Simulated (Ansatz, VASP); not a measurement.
# WS2 in two plane-wave programs

Wanted: the spread between two codes on one cell, functional and k mesh. The structure shown is the end of the Ansatz relaxation below.

Main program and level: Ansatz 0.2.0; plane waves, with VASP 6.6.1 beside it; single point at r2SCAN with D3(BJ).

### Step 1. The starting structure

The cell holds 6 atoms: 4 S and 2 W. Cell: a = 3.170 Å, b = 3.170 Å, c = 25.304 Å, α = 90.0°, β = 90.0°, γ = 120.0°. It derives from WS2. Vacuum lies along c.

### Step 2. Ansatz: relaxation, r2SCAN with D3(BJ)

Ansatz runs on its default PAW (the set named soft_2) files.

This run makes the geometry at which the two programs are then compared.

File input.yaml:

```yaml
crystal:
  lattice:
    - [3.1532, 0.0, 0.0]
    - [-1.5766, 2.730751303, 0.0]
    - [0.0, 0.0, 25.303865]
  atoms:
    - { symbol: S, position: [0.333333333, 0.666666667, 0.683842765] }
    - { symbol: W, position: [0.666666667, 0.333333333, 0.621750175] }
    - { symbol: S, position: [0.333333333, 0.666666667, 0.559657586] }
    - { symbol: S, position: [0.666666667, 0.333333333, 0.440342414] }
    - { symbol: W, position: [0.333333333, 0.666666667, 0.378249825] }
    - { symbol: S, position: [0.666666667, 0.333333333, 0.316157235] }
kpoints:
  mp_grid: { grid: [12, 12, 1] }
scf:
  occupations: { method: fermi_dirac, width: 0.02 }
  n_extra_bands: 8
hamiltonian:
  xc: r2scan
  pseudopotentials: { kind: paw }
  dispersion: d3bj
output:
  forces: true
  write_potential: true
  volumetric_format: []
relax:
  f_tol: 0.01
  max_steps: 40
  cell: { fix: [c, alpha, beta] }
```

Started as:

```sh
ansatz run input.yaml --threads 4 --pin off --max-ram 8192MiB --backend cpu --events-out ev --progress --plain --runs-dir out
```

Numbers of over 12 decimals in the logs are rounded to 6 here.

The log of the run:

```text
Warning: the engine holds no damping parameters fitted to this dispersion correction and functional, so the run takes those fitted to r2scan beside the three-body term, which d3bj leaves out (hamiltonian.dispersion, under Limitations)
scf.n_extra_bands = 8 over 26 filled bands (N_el = 52.0): the run solves 34 bands
Engine: ansatz 0.2.0, aarch64-unknown-linux-gnu
Pseudopotentials: kind: paw
Pseudopotential: S, paw, valence charge 6, recommended cutoff 500 eV (meta_gga), S.paw.azcp
Pseudopotential: W, paw, valence charge 14, recommended cutoff 500 eV (meta_gga), W.paw.azcp
Functional definition: r2SCAN
  parameter k0 = 0.174
  parameter k1 = 0.065
  parameter a1 = 4.9479
  exchange = r2scan_x(k0 = k0, k1 = k1, a1 = a1)
  correlation = r2scan_c
Crystal: 6 atoms, lattice volume = 217.882 Å³
Basis set: ecut = 500 eV, 5529 PW (Γ), exchange–correlation on 96×96×768 points (64 copies of the dense FFT grid, shifted against one another)
Bands: 34, of which v1, the nominal top of the filled ones, is band 26 counted from 1 (25 counted from 0)
Symmetry: 12 space group operations
Space group: P-3m1 (ITA 164), of the structure as read, at distance tolerance 6.0e-5 Å
k-points: 19 of 144
Non-local potential: S, projectors of the file, l = 0: 2, l = 1: 2, l = 2: 2
Non-local potential: W, projectors of the file, l = 0: 3, l = 1: 2, l = 2: 2, l = 3: 1
PAW form: soft (Blöchl's): semilocal exchange-correlation on the pseudo side does not see the compensation charge
PAW frozen core: S, regenerated for the run's functional (the file was generated under x = pbe(κ = 0.804, μ = 0.219515), c = pbe(β = 0.066725))
PAW frozen core: W, regenerated for the run's functional (the file was generated under x = pbe(κ = 0.804, μ = 0.219515), c = pbe(β = 0.066725))
PAW one-centre angular grid: S, 302 points (default); XC on 160 Gauss nodes
PAW one-centre angular grid: W, 590 points (default); XC on 160 Gauss nodes
Initial density: superposition of atomic densities (neutral atoms: chi_scale 0, normalization atom), corrected by the library's trained network
Initial wavefunctions: pseudopotential atomic-orbital guess
Functional: x = r2scan, c = r2scan; τ floored in thin density (d = 2e-4 eV/Å³)
SCF iter   1: F=—  HF=-24424.056371 eV  |F-HF|=—  |Δ(HF+E_count)|=         —  Δρ=5.77e-3  dr2=7.10e-2  dr2_τ=1.72e-1  ethr=1.77e-3  ⟨swp⟩=10.4  Hψ=3799  notcnv=0
preconditioner: auto → none  [insulator: Δε(μ)=1.531 eV  Ē_g=9.283 eV  σ=0.020 eV  W_gap=1.00  n_scr=16 (ndim 8)  ℏωp=15.1 eV  f_vac=0.503  D(μ)=0.00/eV (n_scr^D=0)  ε∞_Penn≈3.6]
SCF iter   2: F=—  HF=-24424.238062 eV  |F-HF|=—  |Δ(HF+E_count)|=   1.82e-1  Δρ=5.57e-3  dr2=3.54e-1  dr2_τ=9.83e-3  ethr=1.37e-4  ⟨swp⟩=4.9  Hψ=1863  notcnv=0  defer=46
SCF iter   3: F=—  HF=-24424.208113 eV  |F-HF|=—  |Δ(HF+E_count)|=   2.99e-2  Δρ=3.08e-3  dr2=1.03e-1  dr2_τ=1.20e-3  ethr=1.37e-4  ⟨swp⟩=4.9  Hψ=1555  notcnv=0  defer=46
SCF iter   4: F=—  HF=-24424.203337 eV  |F-HF|=—  |Δ(HF+E_count)|=   4.78e-3  Δρ=2.22e-3  dr2=2.06e-2  dr2_τ=1.34e-3  ethr=1.37e-4  ⟨swp⟩=3.1  Hψ=989  notcnv=0  defer=46
SCF iter   5: F=—  HF=-24424.203742 eV  |F-HF|=—  |Δ(HF+E_count)|=   4.05e-4  Δρ=9.88e-4  dr2=1.13e-3  dr2_τ=7.72e-5  ethr=3.97e-5  ⟨swp⟩=2.2  Hψ=899  notcnv=0  defer=46
SCF iter   6: F=—  HF=-24424.204949 eV  |F-HF|=—  |Δ(HF+E_count)|=   1.21e-3  Δρ=2.54e-4  dr2=1.18e-4  dr2_τ=5.39e-6  ethr=2.18e-6  ⟨swp⟩=2.7  Hψ=1296  notcnv=0  defer=46
SCF iter   7: F=—  HF=-24424.205038 eV  |F-HF|=—  |Δ(HF+E_count)|=   8.97e-5  Δρ=5.07e-5  dr2=2.66e-6  dr2_τ=2.13e-7  ethr=2.27e-7  ⟨swp⟩=2.4  Hψ=1005  notcnv=0  defer=46
SCF iter   8: F=—  HF=-24424.205041 eV  |F-HF|=—  |Δ(HF+E_count)|=   2.96e-6  Δρ=1.22e-5  dr2=1.98e-7  dr2_τ=8.82e-9  ethr=5.11e-9  ⟨swp⟩=3.1  Hψ=1366  notcnv=0  defer=46
SCF iter   9: F=-24424.205042 eV  HF=-24424.205042 eV  |F-HF|=1.02e-8  |Δ(HF+E_count)|=   2.48e-7  Δρ=3.31e-6  dr2=2.63e-8  dr2_τ=1.12e-9  ethr=1.92e-10  ⟨swp⟩=12.0  Hψ=5224  notcnv=0
SCF 1 converged in 9 iterations: F = -24424.205042 eV  dr2 = 2.63e-8
  greatest PAW one-centre occupation: 0.999 electrons in one spin orbital (limit 2), on the W atom at site 4 (counted from 0), in its partial waves of l = 0
relax step   1: F+E_penalty+E_count = -24424.20504171 eV  Δ(F+E_penalty+E_count) = +0.000e0 eV  max|allowed force component| = 1.333e-1 eV/Å  Δτ_max = 0.0000 Å  P = +0.309 GPa  Ω = 217.882 Å³  fix = [c, alpha, beta]  reactions: c -0.335 GPa  (9 SCF iters, dr2 threshold 1.00e-7 eV, accepted)
Crystal: 6 atoms, lattice volume = 224.175 Å³
Basis set: ecut = 500 eV, 5703 PW (Γ), exchange–correlation on 96×96×768 points (64 copies of the dense FFT grid, shifted against one another)
Initial density: handed on by an earlier stage of this run
Initial wavefunctions: those handed on with the density
iter 1 solved again at ethr=3.42e-4 eV; its pass at ethr=3.10e-3 eV (dr2=1.78e-1 eV) is discarded
[...]
Initial wavefunctions: pseudopotential atomic-orbital guess (no wavefunctions were taken with the density)
iter 1 solved again at ethr=3.87e-7 eV; its pass at ethr=3.10e-3 eV (dr2=2.01e-4 eV) is discarded
SCF iter   1: F=—  HF=-24424.212428 eV  |F-HF|=—  |Δ(HF+E_count)|=         —  Δρ=2.60e-5  dr2=9.91e-8  dr2_τ=7.82e-7  ethr=3.87e-7  ⟨swp⟩=4.2  Hψ=5928  notcnv=0
eigensolver tolerance schedule: the retry pair's looser diagonalisation over-reported the residual by 2030.63 of it (diagonalisation noise at 0.34 of the residual, at the tolerance the schedule requests for it); recorded, not acted on — ethr = c·dr2/N_el stays at c = 1.0e-1
preconditioner: auto → none  [insulator: Δε(μ)=1.520 eV  Ē_g=9.283 eV  σ=0.020 eV  W_gap=1.00  n_scr=16 (ndim 8)  ℏωp=15.0 eV  f_vac=0.501  D(μ)=0.00/eV (n_scr^D=0)  ε∞_Penn≈3.6]
SCF iter   2: F=—  HF=-24424.212694 eV  |F-HF|=—  |Δ(HF+E_count)|=   2.66e-4  Δρ=1.30e-5  dr2=1.16e-7  dr2_τ=2.11e-7  ethr=1.91e-10  ⟨swp⟩=4.3  Hψ=1839  notcnv=0
SCF iter   3: F=—  HF=-24424.212730 eV  |F-HF|=—  |Δ(HF+E_count)|=   3.56e-5  Δρ=9.14e-6  dr2=7.07e-7  dr2_τ=5.24e-8  ethr=1.91e-10  ⟨swp⟩=3.4  Hψ=1362  notcnv=0  recentre
SCF iter   4: F=—  HF=-24424.212762 eV  |F-HF|=—  |Δ(HF+E_count)|=   3.20e-5  Δρ=2.80e-6  dr2=7.82e-9  dr2_τ=5.04e-9  ethr=1.91e-10  ⟨swp⟩=3.3  Hψ=1351  notcnv=0
SCF iter   5: F=—  HF=-24424.212765 eV  |F-HF|=—  |Δ(HF+E_count)|=   2.99e-6  Δρ=1.28e-6  dr2=1.90e-9  dr2_τ=8.77e-10  ethr=1.50e-11  ⟨swp⟩=3.2  Hψ=1387  notcnv=0
SCF iter   6: F=—  HF=-24424.212768 eV  |F-HF|=—  |Δ(HF+E_count)|=   3.22e-6  Δρ=3.55e-7  dr2=5.10e-10  dr2_τ=6.28e-11  ethr=3.66e-12  ⟨swp⟩=3.4  Hψ=1479  notcnv=0
SCF iter   7: F=—  HF=-24424.212768 eV  |F-HF|=—  |Δ(HF+E_count)|=  8.00e-10  Δρ=1.70e-7  dr2=8.28e-11  dr2_τ=9.93e-12  ethr=1.00e-12  ⟨swp⟩=3.0  Hψ=1179  notcnv=0
SCF iter   8: F=-24424.212768 eV  HF=-24424.212768 eV  |F-HF|=3.64e-10  |Δ(HF+E_count)|=  5.24e-10  Δρ=3.80e-8  dr2=7.55e-12  dr2_τ=3.10e-13  ethr=1.00e-12  ⟨swp⟩=8.4  Hψ=3652  notcnv=0
SCF 5 converged in 8 iterations: F = -24424.212768 eV  dr2 = 7.55e-12
relax step   5: F+E_penalty+E_count = -24424.21276809 eV  Δ(F+E_penalty+E_count) = -3.362e-4 eV  max|allowed force component| = 1.931e-3 eV/Å  Δτ_max = 0.0000 Å  P = -0.021 GPa  Ω = 220.151 Å³  fix = [c, alpha, beta]  reactions: c -0.001 GPa  stress off target by 3.05e-2 GPa on what of the cell is left free  SCF on the basis re-selected at this cell (its energy is not comparable with the rows above)  (8 SCF iters)
basis re-selected at this cell: Δ(F+E_penalty+E_count) = -3.362e-4 eV, ΔP = +0.001 GPa vs the last step (what re-selecting the basis moved, of the pressure what is left beyond the Pulay correction that the steps carried, after the strain that the cell walked since its last selection, with what the two solves' SCF thresholds leave and, on support functions, any second-order correction that the steps lacked; it is no m [...]
WARN: The output density's exchange-correlation potential varies sharply where the density is thin. Do not read a vacuum level from v_tot or v_xc, or from such a field of the output density. On a cell that repeats whose density bears no net charge and no dipole along the vacuum's axis use v_es (v_loc + v_h of the components); under efield.dipole_correction with no amplitude use v_es + v_field, which holds any externa [...]
SCF converged after 8 iterations
Free energy (F): -24424.212768 eV
Harris-Foulkes:  -24424.212768 eV  (|F-HF|=3.64e-10)
Internal energy: -24424.212768 eV  (E = F + TS)
E sigma→0 (E₀):  -24424.212768 eV
Fermi energy:    3.408760 eV
--- Per-component energies (eV) ---
  E_band       = -865.766279
  E_kinetic    = 1334.052553
  E_local      = -38645.888571  (includes V_loc(G=0)·N_el)
  E_nonlocal   = 115.524916
  E_hartree    = 18736.751353
  E_xc         = -866.880755
  E_vxc        = -900.499866  (∫ρ·V_xc dr)
  E_paw        = -19624.438925  (= ΣΔE_a)
  E_vpaw       = -287.220336  (= ΣTr[D̂ρ^β])
  E_aug_tail   = -0.000095  (compensation charges beyond the density's cutoff)
  E_vtau       = 44.761894  (kinetic-family band-sum trace: ∫τ·v_τ [+ j·A + Jᵃ·Aᵃ] dr)
  E_ewald      = 14529.243359
  E_disp       = -0.961640  (pairwise vdW)
  E_core_change = -1.614965  (= ΣΔE_core)
  E_smearing   = -0.000000  (= −TS)
  E_closure    = -0.000000  (closes the sum)
  Σ components = -24424.212768   (vs F -24424.212768, Δ=0.00e0)
--- Forces (eV/Å), atoms counted from 1 ---
  atom   1  S     -0.00000000     0.00000000     0.00193070
  atom   2  W     -0.00000000    -0.00000000    -0.00104514
  atom   3  S     -0.00000000     0.00000000     0.00064481
  atom   4  S      0.00000000    -0.00000000    -0.00064481
  atom   5  W     -0.00000000     0.00000000     0.00104514
  atom   6  S      0.00000000    -0.00000000    -0.00193070
  max |Σ_I F_I| component: 1.39e-17 eV/Å
--- Stress (GPa, compression-positive) ---
       -0.030475       0.000000       0.000000
        0.000000      -0.030475      -0.000000
        0.000000      -0.000000      -0.000794
  P = ⅓ Tr σ = -0.0206 GPa (-0.206 kbar)
--- Band table (eV; the first three rows and the last of 19) ---
  k-point 0: bands = [... 22 lower, 0.4838, 0.5082, 2.0122, 2.6636, 5.3292, 5.3292, 5.3384, 5.3384, ... 4 higher]
  k-point 1: bands = [... 22 lower, 0.5740, 0.9160, 1.9789, 2.5050, 5.2159, 5.2522, 5.2533, 5.3103, ... 4 higher]
  k-point 2: bands = [... 22 lower, 0.5474, 0.9504, 1.7805, 2.0047, 4.7148, 5.0056, 5.0875, 5.1939, ... 4 higher]
  k-point 18: bands = [... 22 lower, -0.2744, -0.2744, 2.1611, 2.2511, 4.1835, 4.1835, 5.4961, 6.0783, ... 4 higher]
--- Relaxed structure (4 steps of the walk, 3 accepted, 1 SCFs on fresh bases) ---
  F+E_penalty+E_count = -24424.21276809 eV   max|allowed force component| = 1.931e-3 eV/Å   (the final SCF, on the basis selected at the relaxed cell)
  cell:  # Å, volume = 220.1512 Å³
    - [3.169580, 0.0, 0]
    - [-1.584790, 2.744937, 0]
    - [0, 0, 25.303865]
  atoms:
    - { symbol: S, position: [0.333333, 0.666667, 0.684583] }
    - { symbol: W, position: [0.666667, 0.333333, 0.622885] }
    - { symbol: S, position: [0.333333, 0.666667, 0.561204] }
    - { symbol: S, position: [0.666667, 0.333333, 0.438796] }
    - { symbol: W, position: [0.333333, 0.666667, 0.377115] }
    - { symbol: S, position: [0.666667, 0.333333, 0.315417] }
```

(Part 1 of 2 ends here.)

[Lines on the potential files, build, host, timing and source positions are cut from VASP's logs without a mark.]

[Logs are printed without paths, hosts, clocks, repeated set-up lines and the standing remarks that a program may print on its own settings, such as how far it seeks lower states.]

[Hosts, paths, dates, database ids (printed as entryN), source tags and the programs' standing remarks are cut or masked in the printed files.]
